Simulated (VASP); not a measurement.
Consider the following.

```
CELL_PARAMETERS angstrom
      1.85168    -3.20721     0.00000
      1.85168     3.20721     0.00000
      0.00000     0.00000    11.84025
ATOMIC_POSITIONS crystal
  La 0.00000 0.00000 0.50000
  La 0.00000 0.00000 0.00000
  La 0.33333 0.66667 0.25000
  La 0.66667 0.33333 0.75000
```

Level of theory: optB86b-vdW, VASP's PBE PAW potentials (set 64) (plane waves; VASP 6.6.1). Numerical set-up: 520 eV cut-off, Gaussian smearing of 0.050 eV, potentials La.

Q: Give the energies of bands 17 to 25 at the high-symmetry points, in eV from the Fermi level.

A: 
```
band      Γ      M      K      A      L      H
----  -----  -----  -----  -----  -----  -----
17    -3.18  -2.07  -1.03  -2.69  -1.79  -1.24
18    -1.86  -1.96  -1.03  -2.69  -1.79  -1.24
19    -1.84  -1.69  -0.73  -1.75  -1.46  -0.39
20    -1.83  -1.15  -0.58  -1.75  -1.46  -0.39
21     0.50  -0.75  -0.58   0.75  -1.19  -0.05
22     0.65  -0.30   0.05   0.75  -1.19  -0.05
23     1.24  -0.23   0.19   1.26   0.64  -0.01
24     1.25   0.43   0.19   1.26   0.64  -0.01
25     1.28   0.99   0.91   1.28   1.28   0.91
```

It has no gap at this level: it comes out as a metal or semimetal.

The compound is La in the dhcp structure. It was relaxed first, which changed the volume by -6 %.
